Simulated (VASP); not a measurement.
# Band gap of TiO2 (Anatase) at several levels of theory, part 2 of 3

Aim: the gap of TiO2 (Anatase) on one structure at many levels of theory. The starting structure is a measured crystal structure from the Crystallography Open Database. The atoms were first relaxed with LDA in that cell, in a run that isn't shown, and the relaxed structure is the one below. Meshes and data sets differ where the inputs say so.

VASP 6.6.1.

Results so far: LDA 2.008 eV; PBE 2.116 eV.

## 4. Bands with r2SCAN

Level of this step: r2SCAN; plane waves and PAW (Ti_sv, O) (VASP).

r2SCAN adds the kinetic-energy density, costs more than a GGA and is run with LASPH.

File INCAR:

```
SYSTEM = TiO2
PREC = Accurate
ENCUT = 460
EDIFF = 1E-06
NELM = 100
ISMEAR = 0
SIGMA = 0.03
LREAL = .FALSE.
ALGO = Normal
METAGGA = R2SCAN
LASPH = .TRUE.
NBANDS = 40
LORBIT = 11
LWAVE = .FALSE.
LCHARG = .FALSE.
KPAR = 8
```

File POSCAR:

```
TiO2
1.0
   -1.8921000000      1.8921000000      4.7573000000
    1.8921000000     -1.8921000000      4.7573000000
    1.8921000000      1.8921000000     -4.7573000000
Ti O
2 4
Direct
    0.7500000000      0.2500000000      0.5000000000
    0.0000000000      0.0000000000      0.0000000000
    0.7924867405      0.7924867405      0.0000000000
    0.5424867405      0.0424867405      0.5000000000
    0.9575132595      0.4575132595      0.5000000000
    0.2075132595      0.2075132595      0.0000000000
```

File KPOINTS:

```
Automatic mesh
0
Gamma
8 8 8
0 0 0
```

File KPOINTS_OPT:

```
Line mode
8
Line-mode
Reciprocal
  0.00000000   0.00000000   0.00000000 GAMMA
  0.00000000   0.00000000   0.50000000 X

  0.00000000   0.00000000   0.50000000 X
 -0.07909283   0.07909283   0.50000000 Y

 -0.07909283   0.07909283   0.50000000 Y
 -0.28954641   0.28954641   0.28954641 S

 -0.28954641   0.28954641   0.28954641 S
  0.00000000   0.00000000   0.00000000 GAMMA

  0.00000000   0.00000000   0.00000000 GAMMA
  0.50000000   0.50000000  -0.50000000 Z

  0.50000000   0.50000000  -0.50000000 Z
  0.28954641   0.71045359  -0.28954641 S1

  0.28954641   0.71045359  -0.28954641 S1
  0.00000000   0.50000000   0.00000000 N

  0.00000000   0.50000000   0.00000000 N
  0.25000000   0.25000000   0.25000000 P

  0.25000000   0.25000000   0.25000000 P
  0.50000000   0.50000000  -0.07909283 Y1

  0.50000000   0.50000000  -0.07909283 Y1
  0.50000000   0.50000000  -0.50000000 Z

  0.00000000   0.00000000   0.50000000 X
  0.25000000   0.25000000   0.25000000 P
```

The projector-augmented-wave data sets are Ti_sv and O (PBE family, release 64).

Command:

```console
$ mpirun -np 8 vasp_std
```

The program printed:

```text
[banner, memory and clock lines left out]
running    8 mpi-ranks, on    1 nodes
[...]
[... a notice as in an earlier step ...]

|                                                                             |
|               ----> ADVICE to this user running VASP <----                  |
|                                                                             |
|     You enforced a specific xc type in the INCAR file but a different       |
|     [... a line on the potential file left out ...]
|     I HOPE YOU KNOW WHAT YOU ARE DOING!                                     |
|                                                                             |

 LDA part: xc-table for (None), standard interpolation
 POSCAR, INCAR and KPOINTS ok, starting setup
[...]
entering main loop
       N       E                     dE             d eps       ncg     rms          rms(c)
DAV:   1     0.593276427696E+03    0.59328E+03   -0.21715E+04  4720   0.131E+03
DAV:   2    -0.174924698346E+02   -0.61077E+03   -0.55609E+03  4976   0.428E+02
[...]
DAV:  15    -0.698631881854E+02    0.65676E-05   -0.76685E-06  6088   0.405E-02    0.548E-03
DAV:  16    -0.698631891266E+02   -0.94117E-06   -0.14527E-06  4552   0.949E-03
   1 F= -.69863189E+02 E0= -.69863189E+02  d E =-.498362E-18
 Start KPOINTS_OPT (optional k-point list driver)
k-point batch [1-59\88]
       N       E                     dE             ncg
DAV:   1    -0.301398681788E+04   -0.66147E+05     4720
DAV:   2    -0.363991667389E+05   -0.33385E+05     4936
DAV:   3    -0.405827666881E+05   -0.41836E+04     6184
DAV:   4    -0.408703172471E+05   -0.28755E+03     6944
[...]
DAV:   8    -0.408809045528E+05   -0.92880E-04     5352
DAV:   9    -0.408809045553E+05   -0.24791E-05     3584
DAV:  10    -0.408809045555E+05   -0.19669E-06     3648
k-point batch [60-88\88]
       N       E                     dE             ncg
DAV:   1     0.246481208615E+05   -0.46344E+05     2320
DAV:   2     0.816644016232E+04   -0.16482E+05     2408
DAV:   3     0.610459269589E+04   -0.20618E+04     3144
DAV:   4     0.596467649031E+04   -0.13992E+03     3288
[...]
DAV:   8     0.595970794858E+04   -0.29173E-04     2472
DAV:   9     0.595970794753E+04   -0.10490E-05     1776
DAV:  10     0.595970794745E+04   -0.84079E-07     1728
```

The job ended after 7 min (8 MPI ranks of Intel Xeon Platinum 8259CL at 2.50GHz (Skylake/Cascade Lake), shared host; peak memory 3.2 GiB).

Parts of OUTCAR (step 4):

```text
  Total        0.2408940      0.2408940      1.0284189      0.0000000      0.0000000      0.0000000
  in kB        5.6653644      5.6653644     24.1864390      0.0000000      0.0000000      0.0000000
  external PRESSURE =      11.8390559 kB  Pullay stress =       0.0000000 kB

 POSITION                                       TOTAL-FORCE (eV/Angst)
 -----------------------------------------------------------------------------------
      0.00000      1.89210      2.37865         0.000000      0.000000     -0.000000
      0.00000      0.00000      0.00000         0.000000      0.000000     -0.000000
      0.00000      0.00000      7.54019        -0.000000     -0.000000     -0.129508
      0.00000      1.89210      0.40424        -0.000000     -0.000000     -0.129508
     -0.00000      1.89210      4.35306        -0.000000     -0.000000      0.129508
      0.00000      0.00000      1.97441         0.000000      0.000000      0.129508
 -----------------------------------------------------------------------------------
    total drift:                                0.000000      0.000000     -0.000000

  FREE ENERGIE OF THE ION-ELECTRON SYSTEM (eV)
  ---------------------------------------------------
  free  energy   TOTEN  =       -69.8631891266 eV

  energy  without entropy=      -69.8631891266  energy(sigma->0) =      -69.86318913

[... 2 parts as in an earlier step ...]

[... 1 further part left out ...]
[key lines of the parts left out:]
E-fermi :   3.1733
```

r2SCAN gives a least gap of 2.544 eV, and a least direct gap of 2.889 eV. The least gap is +0.536 eV from that of LDA.

## 5. Bands with TB-mBJ

TB-mBJ is a local potential fitted to gaps: it costs far less than a hybrid but gives no energy. Its energies, forces and stress mean nothing.

Changes to INCAR since step 4:

```diff
@@ -4,3 +4,3 @@
 EDIFF = 1E-06
-NELM = 100
+NELM = 150
 ISMEAR = 0
@@ -9,3 +9,3 @@
 ALGO = Normal
-METAGGA = R2SCAN
+METAGGA = MBJ
 LASPH = .TRUE.
```

POSCAR is that of step 4.

KPOINTS is that of step 4.

KPOINTS_OPT is that of step 4.

Command:

```console
$ mpirun -np 8 vasp_std
```

The program printed:

```text
[banner, memory and clock lines left out]
running    8 mpi-ranks, on    1 nodes
[...]
[... a notice as in an earlier step ...]

 [... a notice as in an earlier step ...]

 LDA part: xc-table for (None), standard interpolation
 POSCAR, INCAR and KPOINTS ok, starting setup
[...]
entering main loop
       N       E                     dE             d eps       ncg     rms          rms(c)
DAV:   1     0.770200696794E+03    0.77020E+03   -0.20988E+04  4720   0.127E+03
DAV:   2     0.175382202430E+03   -0.59482E+03   -0.54384E+03  5016   0.416E+02
DAV:   3     0.981901102015E+02   -0.77192E+02   -0.75882E+02  6352   0.152E+02
DAV:   4     0.934269672221E+02   -0.47631E+01   -0.47335E+01  7312   0.325E+01
[...]
DAV:  52     0.120820052566E+03   -0.85520E-05   -0.13598E-11  2576   0.255E-05    0.127E-05
DAV:  53     0.120820040671E+03   -0.11895E-04   -0.23010E-11  2576   0.358E-05    0.246E-06
DAV:  54     0.120820040068E+03   -0.60278E-06   -0.50530E-12  2568   0.265E-05
   1 F= 0.12082004E+03 E0= 0.12082004E+03  d E =-.260558E-27
 Start KPOINTS_OPT (optional k-point list driver)
k-point batch [1-59\88]
       N       E                     dE             ncg
DAV:   1     0.102394260555E+04   -0.62109E+05     4720
DAV:   2    -0.322373397403E+05   -0.33261E+05     5088
DAV:   3    -0.362726373375E+05   -0.40353E+04     6240
DAV:   4    -0.365701573647E+05   -0.29752E+03     7528
[...]
DAV:   8    -0.365809365340E+05   -0.21893E-03     5136
DAV:   9    -0.365809365435E+05   -0.94999E-05     3776
DAV:  10    -0.365809365439E+05   -0.45466E-06     3784
k-point batch [60-88\88]
       N       E                     dE             ncg
DAV:   1     0.266189406900E+05   -0.44373E+05     2320
DAV:   2     0.102110789535E+05   -0.16408E+05     2520
DAV:   3     0.824013906524E+04   -0.19709E+04     3064
DAV:   4     0.808700619191E+04   -0.15313E+03     3696
[...]
DAV:   8     0.808192375347E+04   -0.87053E-04     2648
DAV:   9     0.808192374959E+04   -0.38756E-05     1856
DAV:  10     0.808192374944E+04   -0.15198E-06     1832
```

Elapsed: 6 min, on 8 MPI ranks; peak memory 3.3 GiB; 45 min of CPU time.

From OUTCAR (step 5):

```text
  Total     -190.9940282   -190.9940282   -192.0720885      0.0000000      0.0000000      0.0000000
  in kB    -4491.8130100  -4491.8130100  -4517.1669197      0.0000000      0.0000000      0.0000000
  external PRESSURE =   -4500.2643132 kB  Pullay stress =       0.0000000 kB

 POSITION                                       TOTAL-FORCE (eV/Angst)
 -----------------------------------------------------------------------------------
      0.00000      1.89210      2.37865         0.000000      0.000000     -0.000000
      0.00000      0.00000      0.00000         0.000000      0.000000     -0.000000
      0.00000      0.00000      7.54019         0.000000     -0.000000     -0.415643
      0.00000      1.89210      0.40424        -0.000000      0.000000     -0.415643
     -0.00000      1.89210      4.35306        -0.000000      0.000000      0.415643
      0.00000      0.00000      1.97441         0.000000     -0.000000      0.415643
 -----------------------------------------------------------------------------------
    total drift:                                0.000000      0.000000     -0.000000

  FREE ENERGIE OF THE ION-ELECTRON SYSTEM (eV)
  ---------------------------------------------------
  free  energy   TOTEN  =       120.8200400685 eV

  energy  without entropy=      120.8200400685  energy(sigma->0) =      120.82004007

[... 2 parts as in an earlier step ...]

[... 1 further part left out ...]
[key lines of the parts left out:]
E-fermi :   4.4334
```

TB-mBJ gives a least gap of 3.148 eV, and a least direct gap of 3.486 eV. The least gap is +1.141 eV from that of LDA.

## 6. Bands with LDA+U (Ti d 4 eV)

The U is chosen by hand, not computed for this crystal, and pushes the named shell towards whole occupations.

File INCAR:

```
SYSTEM = TiO2
PREC = Accurate
ENCUT = 460
EDIFF = 1E-06
NELM = 100
ISMEAR = 0
SIGMA = 0.03
LREAL = .FALSE.
ALGO = Normal
GGA = CA
NBANDS = 40
LDAU = .TRUE.
LDAUTYPE = 2
LDAUL = 2 -1
LDAUU = 4 0
LDAUJ = 0 0
LDAUPRINT = 1
LASPH = .TRUE.
LMAXMIX = 4
LORBIT = 11
LWAVE = .FALSE.
LCHARG = .FALSE.
KPAR = 8
```

POSCAR is that of step 5.

KPOINTS is that of step 5.

KPOINTS_OPT is that of step 5.

PAW data sets: Ti_sv and O (LDA family, release 64).

Command:

```console
$ mpirun -np 8 vasp_std
```

The program printed:

```text
[banner, memory and clock lines left out]
running    8 mpi-ranks, on    1 nodes
[...]
[... a notice as in an earlier step ...]

 LDA part: xc-table for (Slater(with rela. corr.)+CA(PZ))
 , standard interpolation
 POSCAR, INCAR and KPOINTS ok, starting setup
[...]
entering main loop
       N       E                     dE             d eps       ncg     rms          rms(c)
DAV:   1     0.596734273744E+03    0.59673E+03   -0.21353E+04  4720   0.128E+03
DAV:   2     0.712773401774E+01   -0.58961E+03   -0.53723E+03  4984   0.416E+02
DAV:   3    -0.676642181116E+02   -0.74792E+02   -0.73582E+02  6264   0.150E+02
DAV:   4    -0.717593970976E+02   -0.40952E+01   -0.40786E+01  6928   0.311E+01
[...]
DAV:  14    -0.532706853161E+02    0.13805E-04   -0.62308E-05  6336   0.529E-02    0.229E-02
DAV:  15    -0.532706789147E+02    0.64015E-05   -0.69128E-06  5504   0.407E-02    0.212E-03
DAV:  16    -0.532706790099E+02   -0.95250E-07   -0.16466E-06  4392   0.884E-03
   1 F= -.53270679E+02 E0= -.53270679E+02  d E =-.759009E-57
 Start KPOINTS_OPT (optional k-point list driver)
k-point batch [1-59\88]
       N       E                     dE             ncg
DAV:   1    -0.227882148904E+04   -0.65412E+05     4720
DAV:   2    -0.343053935431E+05   -0.32027E+05     4880
DAV:   3    -0.383053090899E+05   -0.39999E+04     6280
DAV:   4    -0.385750559934E+05   -0.26975E+03     6856
[...]
DAV:   8    -0.385844300524E+05   -0.60539E-04     5288
DAV:   9    -0.385844300540E+05   -0.15813E-05     3512
DAV:  10    -0.385844300541E+05   -0.16463E-06     3712
k-point batch [60-88\88]
       N       E                     dE             ncg
DAV:   1     0.250146738885E+05   -0.45977E+05     2320
DAV:   2     0.919706468614E+04   -0.15818E+05     2400
DAV:   3     0.723063949890E+04   -0.19664E+04     3144
DAV:   4     0.709973070305E+04   -0.13091E+03     3304
[...]
DAV:   8     0.709557577930E+04   -0.33982E-04     2448
DAV:   9     0.709557577792E+04   -0.13829E-05     1736
DAV:  10     0.709557577782E+04   -0.99109E-07     1808
```

It took 1.9 min on 8 MPI ranks; peak memory 2.8 GiB.

Parts of OUTCAR (step 6):

```text
  Total        0.5270671      0.5270671      0.6638409      0.0000000     -0.0000000      0.0000000
  in kB       12.3956077     12.3956077     15.6122637      0.0000000     -0.0000000      0.0000000
  external PRESSURE =      13.4678264 kB  Pullay stress =       0.0000000 kB

 POSITION                                       TOTAL-FORCE (eV/Angst)
 -----------------------------------------------------------------------------------
      0.00000      1.89210      2.37865         0.000000      0.000000     -0.000000
      0.00000      0.00000      0.00000         0.000000      0.000000     -0.000000
      0.00000      0.00000      7.54019        -0.000000      0.000000     -0.116225
      0.00000      1.89210      0.40424         0.000000     -0.000000     -0.116225
     -0.00000      1.89210      4.35306         0.000000     -0.000000      0.116225
      0.00000      0.00000      1.97441        -0.000000      0.000000      0.116225
 -----------------------------------------------------------------------------------
    total drift:                                0.000000      0.000000     -0.000000

  FREE ENERGIE OF THE ION-ELECTRON SYSTEM (eV)
  ---------------------------------------------------
  free  energy   TOTEN  =       -53.2706790099 eV

  energy  without entropy=      -53.2706790099  energy(sigma->0) =      -53.27067901

[... 2 parts as in an earlier step ...]

[... 1 further part left out ...]
[key lines of the parts left out:]
E-fermi :   3.6242
```

LDA+U (Ti d 4 eV) gives a least gap of 2.565 eV, and a least direct gap of 2.930 eV. The least gap is +0.558 eV from that of LDA.

## 7. Bands with r2SCAN+U (Ti d 2 eV)

Changes to INCAR since step 6:

```diff
@@ -9,3 +9,4 @@
 ALGO = Normal
-GGA = CA
+METAGGA = R2SCAN
+LASPH = .TRUE.
 NBANDS = 40
@@ -14,6 +15,5 @@
 LDAUL = 2 -1
-LDAUU = 4 0
+LDAUU = 2 0
 LDAUJ = 0 0
 LDAUPRINT = 1
-LASPH = .TRUE.
 LMAXMIX = 4
```

POSCAR is that of step 6.

KPOINTS is that of step 6.

KPOINTS_OPT is that of step 6.

Potentials, in the order of the species: Ti_sv and O (PBE family, release 64).

Command:

```console
$ mpirun -np 8 vasp_std
```

The program printed:

```text
[... set-up lines as in an earlier step ...]
 entering main loop
       N       E                     dE             d eps       ncg     rms          rms(c)
DAV:   1     0.597667026761E+03    0.59767E+03   -0.21684E+04  4720   0.131E+03
DAV:   2    -0.152318512389E+02   -0.61290E+03   -0.55914E+03  4960   0.429E+02
DAV:   3    -0.950286660639E+02   -0.79797E+02   -0.78392E+02  6296   0.157E+02
DAV:   4    -0.998631020633E+02   -0.48344E+01   -0.48073E+01  7144   0.335E+01
[...]
DAV:  13    -0.671733404776E+02    0.17661E-03   -0.54442E-04  5752   0.251E-01    0.927E-03
DAV:  14    -0.671733449063E+02   -0.44286E-05   -0.32368E-05  5656   0.366E-02    0.665E-03
DAV:  15    -0.671733448730E+02    0.33220E-07   -0.11548E-06  4032   0.728E-03
   1 F= -.67173345E+02 E0= -.67173345E+02  d E =-.370241E-30
 Start KPOINTS_OPT (optional k-point list driver)
k-point batch [1-59\88]
       N       E                     dE             ncg
DAV:   1    -0.299436375906E+04   -0.66127E+05     4720
DAV:   2    -0.364755241115E+05   -0.33481E+05     4928
DAV:   3    -0.406872527119E+05   -0.42117E+04     6232
DAV:   4    -0.409762020060E+05   -0.28895E+03     6920
[...]
DAV:   8    -0.409868607452E+05   -0.98520E-04     5360
DAV:   9    -0.409868607480E+05   -0.27765E-05     3584
DAV:  10    -0.409868607482E+05   -0.18805E-06     3624
k-point batch [60-88\88]
       N       E                     dE             ncg
DAV:   1     0.246534365008E+05   -0.46338E+05     2320
DAV:   2     0.812559810706E+04   -0.16528E+05     2416
DAV:   3     0.605594359194E+04   -0.20697E+04     3152
DAV:   4     0.591474387112E+04   -0.14120E+03     3328
DAV:   5     0.591003853523E+04   -0.47053E+01     2880
DAV:   6     0.590997878601E+04   -0.59749E-01     3056
DAV:   7     0.590997765900E+04   -0.11270E-02     2864
DAV:   8     0.590997763008E+04   -0.28916E-04     2496
DAV:   9     0.590997762912E+04   -0.96534E-06     1744
```

Run time: 6.6 min. Hardware: 8 MPI ranks; peak memory 3.3 GiB.

(Part 2 of 3 ends here.)

[Lines on the potential files, build, host, timing and source positions are cut from VASP's logs without a mark.]

[Logs are printed without paths, hosts, clocks, repeated set-up lines and the standing remarks that a program may print on its own settings, such as how far it seeks lower states.]

[Hosts, paths, dates, database ids (printed as entryN), source tags and the programs' standing remarks are cut or masked in the printed files.]
